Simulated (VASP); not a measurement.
Given:

```yaml
crystal:
  lattice:
    - [2.81403, 0.00000, 0.00000]
    - [0.00000, 2.81403, 0.00000]
    - [0.00000, 0.00000, 2.81403]
  atoms:
    - { symbol: Se, position: [0.00000, 0.00000, 0.00000] }
```

Calculation: r2SCAN meta-GGA, VASP's PBE PAW potentials (set 64) (plane waves; VASP). Numerical set-up: 400 eV cut-off, 14×14×14 Γ-centred mesh, tetrahedra with Blöchl corrections, potentials Se.

**Question.** Give the energies of bands 2 to 5 at the high-symmetry points, in eV from the Fermi level.

**Answer.** 
| band | Γ | X | M | R |
|---|---|---|---|---|
| 2 | 1.47 | -7.38 | -5.39 | -3.63 |
| 3 | 1.47 | 2.99 | -5.39 | -3.63 |
| 4 | 1.47 | 2.99 | 3.25 | -3.63 |
| 5 | 8.18 | 10.37 | 4.38 | 6.28 |

It has no gap at this level: it comes out as a metal or semimetal.

The structure comes from a computed database's Se entry (Pm-3m); how it stands against other phases isn't given here. It was relaxed first.
